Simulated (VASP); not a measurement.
Here is a VASP 6.6.1 calculation.

INCAR

```
ALGO = Normal ; EDIFF = 1E-6
EDIFFG = -0.04 ; ENCUT = 600
GGA = PE ; IBRION = 2
ISIF = 3 ; ISMEAR = 0
LASPH = T ; LCHARG = F
LREAL = F ; LWAVE = F
NELM = 80 ; NSW = 90
PREC = Accurate ; SIGMA = 0.1
```

File KPOINTS:

```
k-points
0
Gamma
  4 4 4
```

File POSCAR:

```
Be3Cl5
1.0
    5.7845854800      0.0000000000      0.0000000000
    0.0000000000      5.7845854800      0.0000000000
    0.0000000000      0.0000000000      5.7845854800
Be Cl
3 5
Direct
    0.0000000000      0.5000000000      0.5000000000
    0.5000000000      0.0000000000      0.5000000000
    0.5000000000      0.5000000000      0.0000000000
    0.5000000000      0.0000000000      0.0000000000
    0.0000000000      0.5000000000      0.0000000000
    0.0000000000      0.0000000000      0.5000000000
    0.0000000000      0.0000000000      0.0000000000
    0.5000000000      0.5000000000      0.5000000000
```

Potentials or basis: VASP PAW PBE potentials, release 64 (Be, Cl).

Run with:

```console
$ cat potpaw_PBE.64/Be/POTCAR potpaw_PBE.64/Cl/POTCAR > POTCAR
$ mpirun -np 1 vasp_std > vasp.out
```

Q: What does it give for the relaxed volume?

A: 18.86 Å³/atom.

Q: Predict the relaxed cell.

A: a = 5.323 Å, b = 5.323 Å, c = 5.323 Å, α = 90.00°, β = 90.00°, γ = 90.00°.

Q: What does it give for the band gap on the k mesh?

A: None (metal or under the smearing width).

Final structure:
```cif
data_structure
_symmetry_space_group_name_H-M 'P 1'
_symmetry_Int_Tables_number 1
_cell_length_a 5.3233
_cell_length_b 5.3233
_cell_length_c 5.3233
_cell_angle_alpha 90.000
_cell_angle_beta 90.000
_cell_angle_gamma 90.000
_cell_volume 150.85
loop_
_atom_site_label
_atom_site_type_symbol
_atom_site_fract_x
_atom_site_fract_y
_atom_site_fract_z
_atom_site_occupancy
Be1 Be 0.00000 0.50000 0.50000 1
Be2 Be 0.50000 0.00000 0.50000 1
Be3 Be 0.50000 0.50000 0.00000 1
Cl1 Cl 0.50000 0.00000 0.00000 1
Cl2 Cl 0.00000 0.50000 0.00000 1
Cl3 Cl 0.00000 0.00000 0.50000 1
Cl4 Cl 0.00000 0.00000 0.00000 1
Cl5 Cl 0.50000 0.50000 0.50000 1
```

Caveat: the volume moved by over 15 % at a fixed basis, so the end points are rough; an odd number of electrons without spin polarisation forces a metal; a magnetic or distorted state may lie lower.
